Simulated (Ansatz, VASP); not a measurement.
# SbPt9 (Pt(110)-(2x1)-Sb surface alloy): VASP beside Ansatz, part 2 of 3

One calculation is typed for both programs; each brings its own data sets. How far apart do they land? Of the first pair: The structure shown is the start of the Ansatz relaxation below; VASP solves that cell, so the two are compared at the walk's first step.

VASP 6.6.1 and Ansatz 0.2.0.

So far: Starting point; Ansatz: relaxation, PBEsol.

### Step 3. VASP: single point, PBEsol, start cell, pair 1

Level of this step: PBEsol; plane waves and PAW (Pt, Sb) (VASP).

The same cell, functional, mesh and smearing now go to VASP, with its own data sets.

Lines of VASP's logs that name or quote its potential files are left out, and so is its time.

The input, INCAR:

```
SYSTEM = SbPt9
PREC = Accurate
ENCUT = 400
EDIFF = 1E-06
NELM = 120
ISMEAR = -1
SIGMA = 0.1
LREAL = .FALSE.
ALGO = Normal
GGA = PS
NBANDS = 58
LASPH = .TRUE.
LORBIT = 11
LWAVE = .FALSE.
LCHARG = .FALSE.
ISIF = 2
LDIPOL = .TRUE.
IDIPOL = 3
DIPOL = 0.5 0.5 0.494
LVHAR = .TRUE.
GGA_COMPAT = .FALSE.
NELMDL = -8
KPAR = 2
```

The input, POSCAR:

```
SbPt9
1.0
    3.9200000000      0.0000000000      0.0000000000
    0.0000000000      5.5437171645      0.0000000000
    0.0000000000      0.0000000000     22.8917171645
Pt Sb
9 1
Direct
    0.0000000000      0.0000000754      0.3713133418
    0.0000000000      0.5000000754      0.3713133418
    0.5000000000      0.2500000377      0.4318561569
    0.5000000000      0.7500001130      0.4318561569
    0.0000000000      0.0000000754      0.4923990157
    0.0000000000      0.5000000754      0.4923990157
    0.5000000000      0.2500000377      0.5529418308
    0.5000000000      0.7500001130      0.5529418308
    0.0000000000      0.0000000754      0.6134846460
    0.0000000000      0.5000000754      0.6286866510
```

The input, KPOINTS:

```
Automatic mesh
0
Gamma
7 5 1
0 0 0
```

Potentials, in the order of the species: Pt and Sb (PBE family, release 64).

Command:

```sh
$ mpirun -np 2 vasp_std
```

Numbers of over 12 decimals in the logs are rounded to 6 here.

The log of the run:

```text
[banner, memory and clock lines left out]
running    2 mpi-ranks, on    1 nodes
 distrk:  each k-point on    1 cores,    2 groups
 distr:  one band on    1 cores,    1 groups

 POSCAR found type information on POSCAR PtSb
 POSCAR found :  2 types and      10 ions
|                                                                             |
|               ----> ADVICE to this user running VASP <----                  |
|                                                                             |
|     You enforced a specific xc type in the INCAR file but a different       |
|     [... a line on the potential file left out ...]
|     I HOPE YOU KNOW WHAT YOU ARE DOING!                                     |
|                                                                             |

 LDA part: xc-table for (Slater+PW92), standard interpolation
 POSCAR, INCAR and KPOINTS ok, starting setup
 FFT: planning ... GRIDC
 FFT: planning ... GRID_SOFT
 FFT: planning ... GRID
 WAVECAR not read
 entering main loop
       N       E                     dE             d eps       ncg     rms          rms(c)
DAV:   1     0.598088859964E+03    0.59809E+03   -0.34151E+04  1392   0.110E+03
DAV:   2    -0.171270156195E+02   -0.61522E+03   -0.57249E+03  1784   0.243E+02
DAV:   3    -0.652589609004E+02   -0.48132E+02   -0.44182E+02  1692   0.668E+01
DAV:   4    -0.669701708094E+02   -0.17112E+01   -0.16494E+01  1840   0.121E+01
DAV:   5    -0.670124555701E+02   -0.42285E-01   -0.42171E-01  1774   0.195E+00
DAV:   6    -0.670140459678E+02   -0.15904E-02   -0.15897E-02  1918   0.360E-01
DAV:   7    -0.670140925770E+02   -0.46609E-04   -0.46602E-04  1798   0.586E-02
DAV:   8    -0.670140952747E+02   -0.26977E-05   -0.26972E-05  1684   0.120E-02    0.323E+01
DAV:   9    -0.660602695533E+02    0.95383E+00   -0.15375E+01  1588   0.226E+01    0.258E+01
DAV:  10    -0.847273490550E+02   -0.18667E+02   -0.79669E+01  1844   0.601E+01    0.329E+01
DAV:  11    -0.761668407742E+02    0.85605E+01   -0.52997E+01  1832   0.517E+01    0.275E+01
DAV:  12    -0.676322258116E+02    0.85346E+01   -0.32181E+01  1660   0.344E+01    0.160E+01
DAV:  13    -0.648342436294E+02    0.27980E+01   -0.12291E+01  1544   0.231E+01    0.931E+00
DAV:  14    -0.633526829330E+02    0.14816E+01   -0.61360E+00  1588   0.170E+01    0.563E+00
[...]
DAV:  31    -0.631933682599E+02   -0.12716E-04   -0.32716E-06  1152   0.876E-03    0.176E-03
DAV:  32    -0.631933753783E+02   -0.71184E-05   -0.57605E-07  1004   0.247E-03    0.214E-03
DAV:  33    -0.631933800366E+02   -0.46583E-05   -0.35580E-07   954   0.283E-03    0.751E-04
DAV:  34    -0.631933827072E+02   -0.26706E-05   -0.38877E-07  1002   0.132E-03    0.390E-04
DAV:  35    -0.631933866316E+02   -0.39244E-05   -0.87536E-08   894   0.777E-04    0.575E-04
DAV:  36    -0.631933894714E+02   -0.28398E-05   -0.89624E-08   926   0.880E-04    0.295E-04
DAV:  37    -0.631933905190E+02   -0.10476E-05   -0.38303E-08   892   0.467E-04    0.165E-04
DAV:  38    -0.631933910129E+02   -0.49392E-06   -0.30029E-08   886   0.303E-04
   1 F= -.63193391E+02 E0= -.62960569E+02  d E =-.465644E+00
```

From OUTCAR (step 3):

```text
ion  position               nearest neighbor table
   1  0.000  0.000  0.371-   3 2.77   3 2.77   4 2.77   4 2.77   2 2.77   2 2.77   5 2.77
   2  0.000  0.500  0.371-   4 2.77   4 2.77   3 2.77   3 2.77   1 2.77   1 2.77   6 2.77
   3  0.500  0.250  0.432-   4 2.77   1 2.77   1 2.77   2 2.77   2 2.77   5 2.77   5 2.77   7 2.77
                             4 2.77   6 2.77   6 2.77
   4  0.500  0.750  0.432-   3 2.77   1 2.77   1 2.77   2 2.77   2 2.77   5 2.77   5 2.77   8 2.77
                             3 2.77   6 2.77   6 2.77
   5  0.000  0.000  0.492-   9 2.77   7 2.77   7 2.77   8 2.77   8 2.77   6 2.77   6 2.77   3 2.77
                             3 2.77   4 2.77   4 2.77   1 2.77
   6  0.000  0.500  0.492-   8 2.77   8 2.77   7 2.77   7 2.77   5 2.77   5 2.77   2 2.77   4 2.77
                             4 2.77   3 2.77   3 2.77  10 3.12
   7  0.500  0.250  0.553-   8 2.77   5 2.77   5 2.77   9 2.77   9 2.77   6 2.77   6 2.77   3 2.77
                             8 2.77  10 2.96  10 2.96
   8  0.500  0.750  0.553-   7 2.77   5 2.77   5 2.77   9 2.77   9 2.77   6 2.77   6 2.77   4 2.77
                             7 2.77  10 2.96  10 2.96
   9  0.000  0.000  0.613-   5 2.77   7 2.77   7 2.77   8 2.77   8 2.77  10 2.79  10 2.79
  10  0.000  0.500  0.629-   9 2.79   9 2.79   8 2.96   8 2.96   7 2.96   7 2.96   6 3.12

  LATTYP: Found a simple orthorhombic cell.
 ALAT       =     3.9200000000
 B/A-ratio  =     1.4142135624
 C/A-ratio  =     5.8397237665

 Subroutine GETGRP returns: Found  4 space group operations
 (whereof  4 operations were pure point group operations)

The static configuration has the point symmetry C_2v.

 Found     12 irreducible k-points:

   k-points           NKPTS =     12   k-points in BZ     NKDIM =     12   number of bands    NBANDS=     58

   dimension x,y,z NGX =    28 NGY =   36 NGZ =  150
   dimension x,y,z NGXF=    56 NGYF=   72 NGZF=  300

   ENCUT  =  400.0 eV  29.40 Ry    5.42 a.u.   6.39  9.04 37.33*2*pi/ulx,y,z

   NELECT =      95.0000    total number of electrons

 k-points in reciprocal lattice and weights: Automatic mesh
   0.00000000  0.00000000  0.00000000       0.029
   0.14285714  0.00000000  0.00000000       0.057
   0.28571429  0.00000000  0.00000000       0.057
   0.42857143  0.00000000  0.00000000       0.057
   0.00000000  0.20000000  0.00000000       0.057
   0.14285714  0.20000000  0.00000000       0.114
   0.28571429  0.20000000  0.00000000       0.114
   0.42857143  0.20000000  0.00000000       0.114
   0.00000000  0.40000000  0.00000000       0.057
   0.14285714  0.40000000  0.00000000       0.114
   0.28571429  0.40000000  0.00000000       0.114
   0.42857143  0.40000000  0.00000000       0.114

 dipolmoment           0.000000      0.000000     -0.114207 electrons x Angstroem

 average (electrostatic) potential at core
       1 -72.9539       2 -72.8877       3 -73.7126       4 -73.7126       5 -73.7845
       6 -73.8525       7 -73.6843       8 -73.6843       9 -73.0693      10 -92.9269

 E-fermi :   0.1079

 k-point     1 :       0.0000    0.0000    0.0000
  band No.  band energies     occupation
    ...
     42      -0.4606      1.99323
     43      -0.3200      1.97266
     44      -0.1731      1.88645
     45      -0.1386      1.84337
     46       0.2092      0.53269
     47       0.3478      0.16647
     48       0.4047      0.09782
     49       0.4277      0.07846
     50       0.4732      0.05050
     51       0.6697      0.00724
    ...

 k-point     2 :       0.1429    0.0000    0.0000
  band No.  band energies     occupation
    ...
     42      -0.5327      1.99670
     43      -0.5204      1.99627
     44      -0.1883      1.90168
     45      -0.0785      1.73149
     46       0.1284      0.89802
     47       0.2593      0.36068
     48       0.3309      0.19413
     49       0.3773      0.12667
     50       0.7711      0.00263
     51       0.7845      0.00230
    ...

 k-point     3 :       0.2857    0.0000    0.0000
  band No.  band energies     occupation
    ...
     43      -0.5181      1.99618
     44      -0.4062      1.98837
     45      -0.1469      1.85489
     46       0.1365      0.85826
     47       0.1891      0.61494
     48       0.2582      0.36394
     49       0.3330      0.19060
     50       0.4085      0.09437
     51       0.7358      0.00374
     52       0.9685      0.00037
    ...

  Total      -10.1933115    -15.1903992     -6.3288802      0.0000000      0.0000000      0.0000000
  in kB      -32.8292057    -48.9231337    -20.3831807      0.0000000      0.0000000      0.0000000
  external PRESSURE =     -34.0451734 kB  Pullay stress =       0.0000000 kB

  energy-cutoff  :      400.00
  volume of cell :      497.47
      direct lattice vectors                 reciprocal lattice vectors
     3.920000000  0.000000000  0.000000000     0.255102041  0.000000000  0.000000000
     0.000000000  5.543717165  0.000000000     0.000000000  0.180384383  0.000000000
     0.000000000  0.000000000 22.891717165     0.000000000  0.000000000  0.043683923

 POSITION                                       TOTAL-FORCE (eV/Angst)
 -----------------------------------------------------------------------------------
      0.00000      0.00000      8.50000         0.000000      0.000000      1.046547
      0.00000      2.77186      8.50000         0.000000      0.000000      0.901759
      1.96000      1.38593      9.88593         0.000000      0.060400     -1.098790
      1.96000      4.15779      9.88593         0.000000     -0.060400     -1.098790
      0.00000      0.00000     11.27186         0.000000      0.000000     -0.211209
      0.00000      2.77186     11.27186         0.000000      0.000000      0.340173
      1.96000      1.38593     12.65779         0.000000      0.328490      1.316751
      1.96000      4.15779     12.65779         0.000000     -0.328490      1.316751
      0.00000      0.00000     14.04372         0.000000      0.000000     -0.934434
      0.00000      2.77186     14.39172         0.000000      0.000000     -1.578758
 -----------------------------------------------------------------------------------
    total drift:                                0.000000     -0.000834     -0.000012

  FREE ENERGIE OF THE ION-ELECTRON SYSTEM (eV)
  ---------------------------------------------------
  free  energy   TOTEN  =       -63.1933910129 eV

  energy  without entropy=      -62.7277469188  energy(sigma->0) =      -62.96056897

 vacuum level on the upper side and lower side of the slab         4.550         5.501

 total charge
# of ion       s       p       d       tot
------------------------------------------
    1        0.600   0.355   8.060   9.016
    2        0.597   0.358   8.065   9.020
    3        0.625   0.573   7.995   9.193
    4        0.625   0.573   7.995   9.193
    5        0.627   0.601   8.039   9.267
    6        0.625   0.601   8.020   9.246
    7        0.620   0.562   8.054   9.236
    8        0.620   0.562   8.054   9.236
    9        0.585   0.383   8.162   9.130
   10        1.194   1.030   0.054   2.278
--------------------------------------------------
tot          6.717   5.598  72.498  84.813

[... 3 further parts left out ...]
```

### Step 4. Comparison

Known differences besides the potentials themselves: the data sets hold 177 valence electrons in Ansatz (on its default PAW (the set named soft_2) files) and 95 in VASP; the cutoff is 420 eV in Ansatz and 400 eV in VASP; Ansatz makes its cores anew for this functional, VASP keeps those of its PBE data sets. Total energies have different zeros and are not compared.

Forces (eV/Å; atoms numbered as in POSCAR):

```tsv
atom	Ansatz x, y, z	VASP x, y, z
Pt1	0.000, 0.000, 1.029	0.000, 0.000, 1.047
Pt2	0.000, 0.000, 0.884	0.000, 0.000, 0.902
Pt3	0.000, 0.061, -1.111	0.000, 0.060, -1.099
Pt4	0.000, -0.061, -1.111	0.000, -0.060, -1.099
Pt5	0.000, 0.000, -0.207	0.000, 0.000, -0.211
Pt6	0.000, 0.000, 0.349	0.000, 0.000, 0.340
Pt7	0.000, 0.328, 1.323	0.000, 0.328, 1.317
Pt8	0.000, -0.328, 1.323	0.000, -0.328, 1.317
Pt9	0.000, 0.000, -0.919	0.000, 0.000, -0.934
Sb10	0.000, 0.000, -1.560	0.000, 0.000, -1.579
```

The forces differ by 7.5 meV/Å r.m.s., which is 1.2 % of the r.m.s. force of 0.620 eV/Å (both taken over all components). Where the cell holds vacuum, a pressure given here is an average over it and none of the material.

### Step 5. Ansatz: relaxation, PBEsol

This run makes the geometry at which the two programs are then compared.

The structure compared here is the end of the Ansatz relaxation.

This is the run of step 2 again, met here at its other cell.

### Step 6. VASP: single point, PBEsol, relaxed atoms in a fixed cell, pair 2

The same cell, functional, mesh and smearing now go to VASP, with its own data sets.

INCAR: that of step 3 with these lines changed.

```diff
@@ -18,3 +18,3 @@
 IDIPOL = 3
-DIPOL = 0.5 0.5 0.494
+DIPOL = 0.5 0.5 0.493
 LVHAR = .TRUE.
```

The input, POSCAR:

```
SbPt9
1.0
    3.9200000000      0.0000000000      0.0000000000
    0.0000000000      5.5437171645      0.0000000000
    0.0000000000      0.0000000000     22.8917171645
Pt Sb
9 1
Direct
    0.0000000000      1.0000000000      0.3713133418
    0.0000000000      0.5000000000      0.3713133418
    0.5000000000      0.2500000000      0.4318561696
    0.5000000000      0.7500000000      0.4318561696
    0.0000000000      1.0000000000      0.4897376987
    0.0000000000      0.5000000000      0.4933999562
    0.5000000000      0.2513921172      0.5571878272
    0.5000000000      0.7486078828      0.5571878272
    0.0000000000      1.0000000000      0.6074561440
    0.0000000000      0.5000000000      0.6158799731
```

KPOINTS is that of step 3.

Command:

```sh
$ mpirun -np 2 vasp_std
```

The log of the run:

```text
[banner, memory and clock lines left out]
running    2 mpi-ranks, on    1 nodes
[...]
[... a notice as in an earlier step ...]

 LDA part: xc-table for (Slater+PW92), standard interpolation
 POSCAR, INCAR and KPOINTS ok, starting setup
[...]
entering main loop
       N       E                     dE             d eps       ncg     rms          rms(c)
DAV:   1     0.605936027686E+03    0.60594E+03   -0.34227E+04  1392   0.110E+03
DAV:   2    -0.177974989080E+02   -0.62373E+03   -0.58052E+03  1800   0.245E+02
DAV:   3    -0.657758278979E+02   -0.47978E+02   -0.44325E+02  1694   0.670E+01
DAV:   4    -0.673691549468E+02   -0.15933E+01   -0.15511E+01  1816   0.120E+01
[...]
DAV:  36    -0.636833745745E+02   -0.23011E-05   -0.57261E-08   922   0.643E-04    0.124E-03
DAV:  37    -0.636833756734E+02   -0.10988E-05   -0.58796E-08   902   0.101E-03    0.649E-04
DAV:  38    -0.636833759165E+02   -0.24314E-06   -0.29303E-08   834   0.723E-04
   1 F= -.63683376E+02 E0= -.63457196E+02  d E =-.452361E+00
```

Parts of OUTCAR (step 6):

```text
  Total       -4.4319622    -10.1418036     -2.9668704      0.0000000      0.0000000      0.0000000
  in kB      -14.2738498    -32.6633163     -9.5552852      0.0000000      0.0000000      0.0000000
  external PRESSURE =     -18.8308171 kB  Pullay stress =       0.0000000 kB

 POSITION                                       TOTAL-FORCE (eV/Angst)
 -----------------------------------------------------------------------------------
      0.00000      0.00000      8.50000         0.000000      0.000000      0.952790
      0.00000      2.77186      8.50000         0.000000      0.000000      1.008133
      1.96000      1.38593      9.88593         0.000000      0.225741     -0.954700
      1.96000      4.15779      9.88593         0.000000     -0.225741     -0.954700
      0.00000      0.00000     11.21094         0.000000      0.000000     -0.012664
      0.00000      2.77186     11.29477         0.000000      0.000000     -0.012474
      1.96000      1.39365     12.75499         0.000000     -0.002955     -0.000216
      1.96000      4.15007     12.75499         0.000000      0.002955     -0.000216
      0.00000      0.00000     13.90571         0.000000      0.000000     -0.017722
      0.00000      2.77186     14.09855         0.000000      0.000000     -0.008230
 -----------------------------------------------------------------------------------
    total drift:                                0.000000      0.000000      0.000358

  FREE ENERGIE OF THE ION-ELECTRON SYSTEM (eV)
  ---------------------------------------------------
  free  energy   TOTEN  =       -63.6833759165 eV

  energy  without entropy=      -63.2310153716  energy(sigma->0) =      -63.45719564

[... 2 parts as in an earlier step ...]

[... 1 further part left out ...]
[key lines of the parts left out:]
E-fermi :   0.0869
```

### Step 7. Differences

What differs besides the data sets and the points named for the pairs above, as far as they apply: the data sets hold 177 valence electrons in Ansatz (on its default PAW (the set named soft_2) files) and 95 in VASP. Total energies have different zeros and are not compared.

Both answers:

```tsv
quantity	Ansatz	VASP	difference
work function, lower of the two faces (eV)	4.53	4.53	-0.01
work function, higher of the two faces (eV)	5.36	5.37	-0.01
```

Forces (eV/Å; atoms numbered as in POSCAR):

```tsv
atom	Ansatz x, y, z	VASP x, y, z
Pt1	0.000, 0.000, 0.935	0.000, 0.000, 0.953
Pt2	0.000, 0.000, 0.993	0.000, 0.000, 1.008
Pt3	0.000, 0.228, -0.965	0.000, 0.226, -0.955
Pt4	0.000, -0.228, -0.965	0.000, -0.226, -0.955
Pt5	0.000, 0.000, -0.001	0.000, 0.000, -0.013
Pt6	0.000, 0.000, 0.000	0.000, 0.000, -0.012
Pt7	0.000, -0.001, 0.002	0.000, -0.003, 0.000
Pt8	0.000, 0.001, 0.002	0.000, 0.003, 0.000
Pt9	0.000, 0.000, -0.001	0.000, 0.000, -0.018
Sb10	0.000, 0.000, -0.001	0.000, 0.000, -0.008
```

The forces differ by 6.8 meV/Å r.m.s., which is 1.9 % of the r.m.s. force of 0.358 eV/Å (both taken over all components). Where the cell holds vacuum, a pressure given here is an average over it and none of the material.

### Step 8. VASP: single point, PBEsol, pair 3

With cell and atoms fixed, the geometry can't cause a difference; cores, projectors, grids and the points listed under the comparison can.

INCAR: that of step 6 with these lines changed.

```diff
@@ -6,3 +6,3 @@
 ISMEAR = -1
-SIGMA = 0.1
+SIGMA = 0.05
 LREAL = .FALSE.
```

POSCAR is that of step 6.

The input, KPOINTS:

```
Automatic mesh
0
Gamma
16 12 1
0 0 0
```

Command:

```sh
$ mpirun -np 2 vasp_std
```

The log of the run:

```text
[... set-up lines as in an earlier step ...]
 entering main loop
       N       E                     dE             d eps       ncg     rms          rms(c)
DAV:   1     0.607093225653E+03    0.60709E+03   -0.34072E+04  7308   0.110E+03
DAV:   2    -0.172394243950E+02   -0.62433E+03   -0.58051E+03  9510   0.245E+02
DAV:   3    -0.655628777866E+02   -0.48323E+02   -0.44445E+02  8876   0.671E+01
DAV:   4    -0.672118157500E+02   -0.16489E+01   -0.15963E+01  9684   0.121E+01
[...]
DAV:  36    -0.634940174736E+02   -0.16764E-05   -0.62338E-08  4752   0.949E-04    0.536E-04
DAV:  37    -0.634940184912E+02   -0.10176E-05   -0.55522E-08  4682   0.761E-04    0.220E-04
DAV:  38    -0.634940188029E+02   -0.31171E-06   -0.22817E-08  4578   0.407E-04
   1 F= -.63494019E+02 E0= -.63426712E+02  d E =-.134614E+00
```

[end of part 2 of 3]

[Lines on the potential files, build, host, timing and source positions are cut from VASP's logs without a mark.]

[Logs are printed without paths, hosts, clocks, repeated set-up lines and the standing remarks that a program may print on its own settings, such as how far it seeks lower states.]

[Hosts, paths, dates, database ids (printed as entryN), source tags and the programs' standing remarks are cut or masked in the printed files.]
